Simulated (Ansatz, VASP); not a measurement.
# One calculation of TiOs3, two programs

```xyz
4
Lattice="3.8877 0.0000 0.0000 0.0000 3.8877 0.0000 0.0000 0.0000 3.8877" Properties=species:S:1:pos:R:3 pbc="T T T"
Ti    0.0000    0.0000    0.0000
Os    1.9439    1.9439    0.0000
Os    1.9439    0.0000    1.9439
Os    0.0000    1.9439    1.9439
```

The cell comes from a database or a generator and needn't be the stable form of this composition.

Alike in both runs: task single point; functional PBE; k mesh 6 × 6 × 6; occupations fermi-dirac, width 0.3 eV; no spin polarisation.

```csv
,VASP,Ansatz
version,VASP 6.6.1,Ansatz 0.2.0
potentials or method,"VASP PAW PBE potentials, release 64 (Ti_sv, Os)","plane waves, PAW"
plane-wave cutoff (eV),520,463
valence electrons in the cell,36,60
```

Ansatz gave:

```
pressure (GPa) : 0.8
```

Task: Estimate VASP's values.

Result: Pressure (GPa): 0.7.

The two sets of potentials don't hold the same shells in valence.

The runs have no spin-orbit coupling, so splittings on Os are missing.
